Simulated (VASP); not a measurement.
Runs of VASP 6.6.1 on ICs. The cell holds a molecule in a box, 2 atoms: a = 9.000 Å, b = 9.000 Å, c = 13.000 Å, α = 90.00°, β = 90.00°, γ = 90.00°. 

```csv
task,level,cell,grid for exact exchange (PRECFOCK),exchange at q = 0,gap on the mesh (eV),largest force (eV/Å)
atomic charges,PBE+TS,as given,-,-,2.50,(b)
relaxation of the atoms,PBE,"atoms relaxed from: atoms moved at random, drawn with an rms of 0.02 Å",-,-,2.49,-
relaxation of the atoms,optB88-vdW,atoms relaxed,-,-,2.35,-
single point,RPBE+D3(BJ),as given,-,-,2.35,0.33
electron localisation function,PBE,as given,-,-,2.50,0.02
single point,PBE,as given,-,-,2.50,0.02
single point,B3LYP+D4,as given,Fast,truncated,3.59,0.17
relaxation of the atoms,BLYP,atoms relaxed,-,-,(a),0.01
```

Alike in all rows: potentials or basis VASP PAW PBE potentials, release 64 (I, Cs_sv); no spin polarisation; k mesh 1 × 1 × 1; cutoff (eV) 520; smearing gaussian 0.01 eV.

Problem. Fill in the values left out.

Solution. (a) 2.25; (b) 0.12.

Caveats: spin-orbit coupling is left out, which moves the levels of the heavy elements; the PAW data sets were made with another functional, which shifts forces and pressure a little (some runs).

A k mesh can miss the band edges, and the runs leave out spin-orbit coupling on Cs, I.
